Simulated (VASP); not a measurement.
Bi:

```
Bi
1.0
     2.26750    1.30914    3.93800
    -2.26750    1.30914    3.93800
     0.00000   -2.61828    3.93800
Bi
2
Direct
  0.23400 0.23400 0.23400
  0.76600 0.76600 0.76600
```

- Program: VASP 6.6.1
- Task: relaxation of cell and atoms
- Functional: PBE
- Dispersion: D3(BJ)
- Potentials or basis: VASP PAW PBE potentials, release 64 (Bi_d)
- Cutoff: 600 eV
- k mesh: 12 × 12 × 10
- Occupations: methfessel-paxton, width 0.1 eV
- Spin: no spin polarisation

At the start: pressure 0.1 GPa; volume 35.07 Å³/atom.

**Question.** Where does the relaxation end?

**Answer.** Over 7 steps the energy falls by 4.0 meV/atom and the volume is 34.55 Å³/atom (-1.5 %); space group R-3m (No. 166, to 0.05 Å).

Step by step:
| step | energy change (eV) | largest force (eV/Å) | pressure (GPa) | volume (Å³) |
| --- | --- | --- | --- | --- |
| 1 | 0.0000 | 0.2259 | 0.07 | 70.14 |
| 2 | -0.0037 | 0.1211 | -0.25 | 70.30 |
| 3 | -0.0049 | 0.0353 | -0.46 | 70.44 |
| 4 | -0.0071 | 0.0315 | 0.06 | 69.35 |
| 5 | -0.0071 | 0.0298 | 0.03 | 69.31 |
| 6 | -0.0076 | 0.0191 | 0.05 | 69.25 |
| 7 | -0.0080 | 0.0064 | 0.02 | 69.10 |

Final structure:
```cif
data_structure
_symmetry_space_group_name_H-M 'P 1'
_symmetry_Int_Tables_number 1
_cell_length_a 4.6877
_cell_length_b 4.6877
_cell_length_c 4.6877
_cell_angle_alpha 57.766
_cell_angle_beta 57.766
_cell_angle_gamma 57.766
_cell_volume 69.10
loop_
_atom_site_label
_atom_site_type_symbol
_atom_site_fract_x
_atom_site_fract_y
_atom_site_fract_z
_atom_site_occupancy
Bi1 Bi 0.23732 0.23732 0.23732 1
Bi2 Bi 0.76268 0.76268 0.76268 1
```

Caveat: pairwise dispersion overbinds metals, which lowers pressure and volume.
